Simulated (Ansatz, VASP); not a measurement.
# Two plane-wave programs on Hf2Bi2O

```
Hf Bi O
1.0
     5.31698    0.00000    0.00000
    -2.65849    4.60464    0.00000
     0.00000    0.00000    6.75232
Hf Bi O
2 2 1
Direct
  0.00000 0.00000 0.78592
  0.00000 0.00000 0.21408
  0.33333 0.66667 0.00000
  0.66667 0.33333 0.00000
  0.00000 0.00000 0.50000
```

Alike in both runs: functional PBE; k mesh 6 × 6 × 4; occupations gaussian, width 0.1 eV; no spin polarisation.

Ansatz relaxed the structure, and its values are those at the end. VASP's run is a single point on that final structure, the one shown.

```csv
,VASP,Ansatz
version,VASP 6.6.1,Ansatz 0.2.0
potentials or method,"VASP PAW PBE potentials, release 64 (Hf_pv, Bi_d, O)","scalar-relativistic, plane waves, PAW"
plane-wave cutoff (eV),520,420
valence electrons in the cell,56,88
```

```tsv
	VASP	Ansatz	Ansatz less VASP
gap on the k mesh at the Fermi level (eV)	none	none	-
pressure (GPa)	-0.4	-0.1	+0.24
rms of the force components (eV/Å)	0.029	0.001	-0.0273
```

A gap of «none» marks a metal or a gap that the smearing closes. With one functional, cell and mesh, what is left measures potentials, basis and numerics. The two sets of potentials don't hold the same shells in valence.

Caveats: spin-orbit coupling is left out, which moves the levels of the heavy elements.
